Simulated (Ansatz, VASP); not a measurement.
# BaTiO3 in two plane-wave programs

Aim: how closely do two programs agree when they are given the same cell, functional and k mesh? The cell is taken from a series of runs on this material, whose earlier steps may have relaxed, scaled, displaced or heated it; both programs get it as it stands.

Calculated with Ansatz 0.2.0; plane waves, with VASP 6.6.1 beside it; zone-centre phonons at LDA.

## 1. Starting point

The structure is cubic, space group Pm-3m (No. 221). Conventional cell: a = 3.889 Å, b = 3.889 Å, c = 3.889 Å, α = 90.00°, β = 90.00°, γ = 90.00°. O has 2 Ti at 1.94 Å and 4 Ba at 2.75 Å nearest. Ti has 6 O at 1.94 Å nearest. Nearest to Ba lie 12 O at 2.75 Å. Farther neighbours and most contacts between anions are not listed.

Coordinates:

```xyz
5
Lattice="3.8895 0.0000 0.0000 0.0000 3.8895 0.0000 0.0000 0.0000 3.8895" Properties=species:S:1:pos:R:3 pbc="T T T"
O     1.9447    1.9447    0.0336
O     1.9447    0.0000    1.9783
O     0.0000    1.9447    1.9783
Ti    1.9447    1.9447    1.9783
Ba    0.0000    0.0000    0.0336
```

## 2. VASP: zone-centre phonons, LDA

Second derivatives magnify differences that forces hide, and they need a tight electronic threshold.

Lines of VASP's logs that name or quote its potential files are left out, and so is its time.

Contents of INCAR:

```
SYSTEM = BaTiO3
PREC = Accurate
ENCUT = 600
EDIFF = 1E-08
NELM = 120
ISMEAR = 0
SIGMA = 0.01
LREAL = .FALSE.
ALGO = Normal
GGA = PW92
NBANDS = 26
LASPH = .TRUE.
LORBIT = 11
LWAVE = .FALSE.
LCHARG = .FALSE.
ISIF = 2
IBRION = 8
LEPSILON = .TRUE.
GGA_COMPAT = .FALSE.
EFERMI = MIDGAP
KPAR = 2
```

Contents of POSCAR:

```
BaTiO3
1.0
    3.8894843297      0.0000000000      0.0000000000
    0.0000000000      3.8894843297      0.0000000000
    0.0000000000      0.0000000000      3.8894819838
O Ti Ba
3 1 1
Direct
    0.5000000000      0.5000000000      0.0086297134
    0.5000000000      0.0000000000      0.5086297134
    0.0000000000      0.5000000000      0.5086297134
    0.5000000000      0.5000000000      0.5086297134
    0.0000000000      0.0000000000      0.0086297134
```

Contents of KPOINTS:

```
Automatic mesh
0
Gamma
8 8 8
0 0 0
```

The projector-augmented-wave data sets are O, Ti_sv and Ba_sv (LDA family, release 64).

Command:

```sh
$ mpirun -np 2 vasp_std
```

Numbers of over 12 decimals in the logs are rounded to 6 here.

Output:

```text
[banner, memory and clock lines left out]
running    2 mpi-ranks, on    1 nodes
 distrk:  each k-point on    1 cores,    2 groups
 distr:  one band on    1 cores,    1 groups

 POSCAR found type information on POSCAR O TiBa
 POSCAR found :  3 types and       5 ions
|                                                                             |
|               ----> ADVICE to this user running VASP <----                  |
|                                                                             |
|     You enforced a specific xc type in the INCAR file but a different       |
|     [... a line on the potential file left out ...]
|     I HOPE YOU KNOW WHAT YOU ARE DOING!                                     |
|                                                                             |

 LDA part: xc-table for (Slater(with rela. corr.)+PW92), standard interpolation
 POSCAR, INCAR and KPOINTS ok, starting setup
 FFT: planning ... GRIDC
 FFT: planning ... GRID_SOFT
 FFT: planning ... GRID
 WAVECAR not read
 entering main loop
       N       E                     dE             d eps       ncg     rms          rms(c)
DAV:   1     0.478015951151E+03    0.47802E+03   -0.23262E+04  1820   0.188E+03
DAV:   2    -0.327227142937E+00   -0.47834E+03   -0.46020E+03  2064   0.491E+02
DAV:   3    -0.519697051114E+02   -0.51642E+02   -0.51083E+02  2520   0.153E+02
DAV:   4    -0.544237109567E+02   -0.24540E+01   -0.24502E+01  2690   0.297E+01
DAV:   5    -0.544882609047E+02   -0.64550E-01   -0.64533E-01  2516   0.390E+00    0.247E+01
DAV:   6    -0.442932386102E+02    0.10195E+02   -0.61527E+01  2566   0.746E+01    0.105E+01
DAV:   7    -0.442197277055E+02    0.73511E-01   -0.89456E+00  2354   0.225E+01    0.720E+00
DAV:   8    -0.441024280114E+02    0.11730E+00   -0.12298E+00  2212   0.107E+01    0.225E+00
DAV:   9    -0.440937543524E+02    0.86737E-02   -0.23037E-01  2304   0.377E+00    0.933E-01
DAV:  10    -0.440907299046E+02    0.30244E-02   -0.11167E-01  2358   0.245E+00    0.748E-01
DAV:  11    -0.440843872328E+02    0.63427E-02   -0.49644E-02  2682   0.160E+00    0.216E-01
DAV:  12    -0.440838901230E+02    0.49711E-03   -0.25160E-03  2138   0.466E-01    0.898E-02
DAV:  13    -0.440838046451E+02    0.85478E-04   -0.33019E-04  2618   0.112E-01    0.485E-02
DAV:  14    -0.440837595989E+02    0.45046E-04   -0.17714E-04  2588   0.132E-01    0.410E-02
DAV:  15    -0.440837579546E+02    0.16444E-05   -0.17607E-05  2466   0.336E-02    0.234E-02
DAV:  16    -0.440837568970E+02    0.10576E-05   -0.80325E-06  2308   0.206E-02    0.715E-03
DAV:  17    -0.440837562495E+02    0.64752E-06   -0.36420E-06  2182   0.215E-02    0.966E-03
DAV:  18    -0.440837561913E+02    0.58158E-07   -0.37867E-07  2108   0.465E-03    0.451E-04
DAV:  19    -0.440837561921E+02   -0.79672E-09   -0.10015E-08  1682   0.725E-04
   1 F= -.44083756E+02 E0= -.44083756E+02  d E =0.000000E+00
 Linear response reoptimize wavefunctions to high precision
DAV:   1    -0.440837561883E+02    0.38262E-08   -0.89980E-09  1856   0.808E-04
DAV:   2    -0.440837561882E+02    0.66393E-10   -0.56134E-10  1138   0.194E-04
 Linear response G [H, r] |phi>, progress :
  Direction:   1
       N       E                     dE             d eps       ncg     rms
RMM:   1    -0.137761783448E+03   -0.13776E+03   -0.16784E+03  2829   0.626E+02
RMM:   2    -0.136762937356E+03    0.99885E+00   -0.87100E+01  3276   0.512E+01
RMM:   3    -0.139430430512E+03   -0.26675E+01   -0.22608E+01  3979   0.156E+01
RMM:   4    -0.140060283580E+03   -0.62985E+00   -0.54884E+00  4336   0.664E+00
RMM:   5    -0.140259595228E+03   -0.19931E+00   -0.18010E+00  4364   0.334E+00
RMM:   6    -0.140344244828E+03   -0.84650E-01   -0.79858E-01  4431   0.185E+00
RMM:   7    -0.140376243283E+03   -0.31998E-01   -0.61477E-01  4484   0.114E+00
RMM:   8    -0.140400068349E+03   -0.23825E-01   -0.62331E-01  4485   0.713E-01
RMM:   9    -0.140398185147E+03    0.18832E-02    0.80955E-02  4406   0.472E-01
RMM:  10    -0.140413383802E+03   -0.15199E-01   -0.32746E-02  4320   0.334E-01
RMM:  11    -0.140408904029E+03    0.44798E-02    0.92826E-02  4256   0.240E-01
RMM:  12    -0.140414452558E+03   -0.55485E-02    0.61744E-03  4212   0.177E-01
RMM:  13    -0.140414367949E+03    0.84609E-04    0.56071E-02  4153   0.137E-01
RMM:  14    -0.140412903923E+03    0.14640E-02    0.64648E-02  4141   0.109E-01
RMM:  15    -0.140414316710E+03   -0.14128E-02    0.91484E-02  4084   0.896E-02
RMM:  16    -0.140414055129E+03    0.26158E-03    0.75453E-02  4080   0.748E-02
RMM:  17    -0.140414057238E+03   -0.21085E-05    0.87784E-02  4051   0.645E-02
RMM:  18    -0.140414218340E+03   -0.16110E-03    0.59779E-02  4030   0.569E-02
RMM:  19    -0.140414003907E+03    0.21443E-03    0.91624E-02  4027   0.510E-02
RMM:  20    -0.140414267475E+03   -0.26357E-03    0.13275E-01  3995   0.464E-02
[...]
RMM:  19    -0.364150727650E+00   -0.65793E-07   -0.80187E-06 15819   0.143E-03    0.250E-04
RMM:  20    -0.364150790071E+00   -0.62420E-07   -0.74484E-06 15644   0.133E-03    0.258E-04
 first order change of Fermi-energy   0.54232E-04
 force on displaced ion       1 direction 1 :  -5.892   0.000   0.000
 Born effective charge ion    1 direction 1 :  -2.187   0.000   0.000
 Linear response progress:
  Degree of freedom:   2/  4
[...]
RMM:   8    -0.370405078942E+00    0.22288E-04   -0.27598E-05  8094   0.101E-02    0.495E-04
RMM:   9    -0.370408244450E+00   -0.31655E-05   -0.20707E-05  9170   0.522E-03    0.426E-04
RMM:  10    -0.370407315754E+00    0.92870E-06   -0.14291E-05  8817   0.311E-03    0.106E-04
RMM:  11    -0.370405832484E+00    0.14833E-05   -0.11151E-05  9027   0.193E-03    0.580E-05
RMM:  12    -0.370405632066E+00    0.20042E-06   -0.51611E-06  9224   0.134E-03    0.486E-05
RMM:  13    -0.370405614848E+00    0.17218E-07   -0.37049E-06  9302   0.103E-03    0.346E-05
RMM:  14    -0.370405474310E+00    0.14054E-06   -0.19077E-06  8994   0.869E-04    0.797E-06
[...]
RMM:  34    -0.370405458438E+00   -0.26348E-09   -0.43996E-07  7870   0.658E-04    0.379E-06
RMM:  35    -0.370405458540E+00   -0.10114E-09   -0.23364E-07  7865   0.658E-04    0.225E-06
RMM:  36    -0.370405458458E+00    0.81954E-10   -0.21593E-07  7842   0.659E-04    0.377E-06
RMM:  37    -0.370405458370E+00    0.87645E-10   -0.23243E-07  7869   0.658E-04    0.224E-06
RMM:  38    -0.370405458695E+00   -0.32458E-09   -0.42711E-07  7864   0.658E-04    0.375E-06
RMM:  39    -0.370405458573E+00    0.12123E-09   -0.18911E-07  7872   0.658E-04    0.227E-06
RMM:  40    -0.370405459473E+00   -0.90010E-09   -0.15441E-07  7950   0.658E-04    0.375E-06
RMM:  41    -0.370405458992E+00    0.48115E-09   -0.55009E-09  7850   0.658E-04    0.222E-06
 first order change of Fermi-energy  -0.47462E-02
 force on displaced ion       1 direction 3 :  -0.000   0.000 -10.151
 Born effective charge ion    1 direction 3 :   0.000   0.000  -5.789
 Linear response progress:
  Degree of freedom:   3/  4
       N       E                     dE             d eps       ncg     rms          rms(c)
RMM:   1    -0.781421182710E+00   -0.78142E+00    0.74083E+00  4294   0.856E+01
RMM:   2    -0.743242753005E+00    0.38178E-01   -0.14343E-01  6340   0.270E+00    0.277E-01
RMM:   3    -0.742289998810E+00    0.95275E-03   -0.30674E-02  7385   0.681E-01    0.133E-01
RMM:   4    -0.742522764377E+00   -0.23277E-03   -0.11908E-02  8052   0.319E-01    0.284E-02
RMM:   5    -0.743263374882E+00   -0.74061E-03   -0.14666E-03  8748   0.117E-01    0.155E-02
RMM:   6    -0.743907242781E+00   -0.64387E-03   -0.21873E-04  8247   0.512E-02    0.402E-03
RMM:   7    -0.744027621277E+00   -0.12038E-03   -0.91256E-05  8855   0.269E-02    0.163E-03
RMM:   8    -0.744028776321E+00   -0.11550E-05   -0.61254E-05  9128   0.161E-02    0.111E-03
RMM:   9    -0.744040073285E+00   -0.11297E-04   -0.54829E-05  8874   0.106E-02    0.664E-04
RMM:  10    -0.744037615566E+00    0.24577E-05   -0.24703E-05  8917   0.773E-03    0.230E-04
RMM:  11    -0.744033850931E+00    0.37646E-05   -0.15911E-05  9266   0.589E-03    0.165E-04
RMM:  12    -0.744033387643E+00    0.46329E-06   -0.13911E-05  8933   0.475E-03    0.131E-04
RMM:  13    -0.744034049196E+00   -0.66155E-06   -0.11471E-05  8783   0.398E-03    0.417E-05
RMM:  14    -0.744034243328E+00   -0.19413E-06   -0.86630E-06  9301   0.341E-03    0.606E-05
RMM:  15    -0.744034222106E+00    0.21222E-07   -0.62492E-06  9587   0.300E-03    0.853E-05
RMM:  16    -0.744034579861E+00   -0.35776E-06   -0.48371E-06  8597   0.271E-03    0.185E-04
RMM:  17    -0.744034218968E+00    0.36089E-06   -0.48630E-06  8353   0.248E-03    0.128E-04
RMM:  18    -0.744033913628E+00    0.30534E-06   -0.44626E-06  8682   0.228E-03    0.957E-05
RMM:  19    -0.744033926524E+00   -0.12896E-07   -0.41879E-06  9278   0.208E-03    0.101E-04
RMM:  20    -0.744034014566E+00   -0.88042E-07   -0.31812E-06  9415   0.194E-03    0.122E-04
RMM:  21    -0.744033999366E+00    0.15200E-07   -0.36514E-06  8652   0.183E-03    0.116E-04
RMM:  22    -0.744033992635E+00    0.67308E-08   -0.31356E-06  9229   0.172E-03    0.123E-04
RMM:  23    -0.744033916306E+00    0.76330E-07   -0.28462E-06  8869   0.164E-03    0.115E-04
 first order change of Fermi-energy   0.10550E-02
 force on displaced ion       4 direction 1 :  -3.015   0.000   0.000
 Born effective charge ion    4 direction 1 :   7.377   0.000   0.000
 Linear response progress:
  Degree of freedom:   4/  4
       N       E                     dE             d eps       ncg     rms          rms(c)
RMM:   1    -0.191527789157E+00   -0.19153E+00    0.13252E-01  7977   0.191E+00
RMM:   2    -0.195285085282E+00   -0.37573E-02   -0.36966E-02  7926   0.505E-01    0.746E-02
RMM:   3    -0.195776933502E+00   -0.49185E-03   -0.64451E-03  8229   0.211E-01    0.569E-02
RMM:   4    -0.195932510247E+00   -0.15558E-03   -0.11359E-03  8064   0.104E-01    0.185E-02
RMM:   5    -0.196070633338E+00   -0.13812E-03   -0.35381E-04  8838   0.428E-02    0.101E-02
RMM:   6    -0.196133016105E+00   -0.62383E-04   -0.97032E-05  8704   0.213E-02    0.356E-03
RMM:   7    -0.196154787477E+00   -0.21771E-04   -0.39817E-05  8590   0.127E-02    0.138E-03
RMM:   8    -0.196153317679E+00    0.14698E-05   -0.50288E-06  8767   0.744E-03    0.127E-03
RMM:   9    -0.196156019201E+00   -0.27015E-05   -0.41003E-06  9069   0.484E-03    0.980E-04
RMM:  10    -0.196156216298E+00   -0.19710E-06    0.76922E-06  9136   0.327E-03    0.123E-03
RMM:  11    -0.196156802573E+00   -0.58628E-06    0.92193E-06  8262   0.270E-03    0.847E-04
RMM:  12    -0.196158234741E+00   -0.14322E-05    0.52226E-06  8652   0.213E-03    0.408E-04
RMM:  13    -0.196158460196E+00   -0.22546E-06    0.11034E-05  9366   0.165E-03    0.379E-04
RMM:  14    -0.196158870169E+00   -0.40997E-06    0.87132E-06  8942   0.138E-03    0.337E-04
[...]
RMM:  21    -0.196160365951E+00   -0.12793E-07    0.25813E-06  9241   0.834E-04    0.235E-05
RMM:  22    -0.196160356615E+00    0.93360E-08    0.31926E-06  8996   0.807E-04    0.357E-05
RMM:  23    -0.196160378831E+00   -0.22216E-07    0.22919E-06  9025   0.786E-04    0.356E-05
RMM:  24    -0.196160382280E+00   -0.34492E-08    0.15324E-06  8445   0.768E-04    0.410E-05
RMM:  25    -0.196160382543E+00   -0.26216E-09    0.21494E-06  8780   0.754E-04    0.466E-05
RMM:  26    -0.196160383217E+00   -0.67469E-09    0.92816E-07  8110   0.740E-04    0.493E-05
RMM:  27    -0.196160387822E+00   -0.46051E-08    0.99076E-07  8434   0.731E-04    0.514E-05
RMM:  28    -0.196160387632E+00    0.19028E-09    0.10046E-06  8014   0.722E-04    0.535E-05
 first order change of Fermi-energy  -0.38722E-03
 force on displaced ion       5 direction 1 :  -8.793  -0.000   0.000
 Born effective charge ion    5 direction 1 :   2.790   0.000   0.000
 Born effective charges drift removed
 Linear response finished
```

(Continued in part 2 of 3.)

[Lines on the potential files, build, host, timing and source positions are cut from VASP's logs without a mark.]

[Logs are printed without paths, hosts, clocks, repeated set-up lines and the standing remarks that a program may print on its own settings, such as how far it seeks lower states.]

[Hosts, paths, dates, database ids (printed as entryN), source tags and the programs' standing remarks are cut or masked in the printed files.]
